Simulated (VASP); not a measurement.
Calculation: LDA (Ceperley-Alder, Perdew-Zunger), VASP's LDA PAW potentials (set 64) (plane waves; VASP).

Input for VASP

### POSCAR
```
W
1
   -1.5702938780     1.5702938780     1.5702938780
    1.5702938780    -1.5702938780     1.5702938780
    1.5702938780     1.5702938780    -1.5702938780
W
1
Direct
  0.0000000000   0.0000000000   0.0000000000
```

**INCAR**
```
SYSTEM = W
PREC = Accurate
ENCUT = 500
EDIFF = 1E-6
NELM = 100
ALGO = Normal
LREAL = .FALSE.
LASPH = .TRUE.
ISMEAR = 1
SIGMA = 0.1
LMAXMIX = 6
LWAVE = .FALSE.
LCHARG = .FALSE.
IBRION = 2
ISIF = 3
NSW = 40
EDIFFG = -0.02
```

KPOINTS:
```
Automatic mesh
0
Gamma
16 16 16
0 0 0
```

POTCAR, in this order: W_sv (LDA.64 set). Program: vasp_std.

The run wrote:

### OUTCAR
```
 ion  position               nearest neighbor table
   1  0.000  0.000  0.000-
  LATTYP: Found a body centered cubic cell.
 ALAT       =     3.1405877560
 Subroutine PRICEL returns:
 Original cell was already a primitive cell.
 Subroutine GETGRP returns: Found 48 space group operations
The static configuration has the point symmetry O_h .
The dynamic configuration has the point symmetry O_h .
 Subroutine INISYM returns: Found 48 space group operations
 Subroutine IBZKPT returns following result:
 Found    145 irreducible k-points:

 Following reciprocal coordinates:
            Coordinates               Weight
  0.000000  0.000000  0.000000      1.000000
  0.062500  0.000000  0.000000     12.000000
  0.125000  0.000000  0.000000     12.000000
  0.187500  0.000000  0.000000     12.000000
  0.250000  0.000000  0.000000     12.000000
  0.312500  0.000000  0.000000     12.000000
  0.375000  0.000000  0.000000     12.000000
  0.437500  0.000000  0.000000     12.000000
  0.500000  0.000000  0.000000      6.000000
  0.062500  0.062500  0.000000     24.000000
...
```

**OSZICAR**
```
       N       E                     dE             d eps       ncg     rms          rms(c)
DAV:   1     0.734691307261E+02    0.73469E+02   -0.77359E+03  3190   0.141E+03
DAV:   2    -0.133337192911E+02   -0.86803E+02   -0.84025E+02  3394   0.327E+02
DAV:   3    -0.147693947629E+02   -0.14357E+01   -0.14248E+01  3698   0.421E+01
DAV:   4    -0.147766000610E+02   -0.72053E-02   -0.72049E-02  3433   0.324E+00
DAV:   5    -0.147766583832E+02   -0.58322E-04   -0.58321E-04  3589   0.294E-01    0.220E+01
DAV:   6    -0.142504123417E+02    0.52625E+00   -0.57959E-01  3388   0.983E+00    0.881E+00
DAV:   7    -0.141151128064E+02    0.13530E+00   -0.27930E-01  3511   0.632E+00    0.498E-01
DAV:   8    -0.141092814636E+02    0.58313E-02   -0.42475E-03  3295   0.101E+00    0.857E-02
DAV:   9    -0.141092876536E+02   -0.61900E-05   -0.50925E-05  3610   0.917E-02    0.563E-02
DAV:  10    -0.141092901331E+02   -0.24795E-05   -0.74028E-06  3463   0.396E-02    0.930E-03
DAV:  11    -0.141092901003E+02    0.32838E-07   -0.15058E-07  1784   0.473E-03
   1 F= -.14109290E+02 E0= -.14109051E+02  d E =-.141093E+02
```

### OUTCAR
```
------------------------ aborting loop because EDIFF is reached ----------------------------------------
  FORCE on cell =-STRESS in cart. coord.  units (eV):
  Direction    XX          YY          ZZ          XY          YZ          ZX
  --------------------------------------------------------------------------------------
  Total       -0.0003712     -0.0003712     -0.0003712      0.0000000      0.0000000      0.0000000
  in kB       -0.0383948     -0.0383948     -0.0383948      0.0000000      0.0000000      0.0000000
  external PRESSURE =      -0.0383948 kB  Pullay stress =       0.0000000 kB
  volume of cell :       15.49
      direct lattice vectors                 reciprocal lattice vectors
    -1.570293878  1.570293878  1.570293878     0.000000000  0.318411736  0.318411736
     1.570293878 -1.570293878  1.570293878     0.318411736  0.000000000  0.318411736
     1.570293878  1.570293878 -1.570293878     0.318411736  0.318411736  0.000000000
 POSITION                                       TOTAL-FORCE (eV/Angst)
 -----------------------------------------------------------------------------------
      0.00000      0.00000      0.00000         0.000000     -0.000000     -0.000000
 -----------------------------------------------------------------------------------
    total drift:                                0.000000     -0.000000     -0.000000
  FREE ENERGIE OF THE ION-ELECTRON SYSTEM (eV)
  ---------------------------------------------------
  free  energy   TOTEN  =       -14.1092901003 eV

  energy  without entropy=      -14.1085737536  energy(sigma->0) =      -14.10905132

 reached required accuracy - stopping structural energy minimisation
```
(Selected blocks of OUTCAR.)

The compound is W in the bcc structure. It was relaxed first.
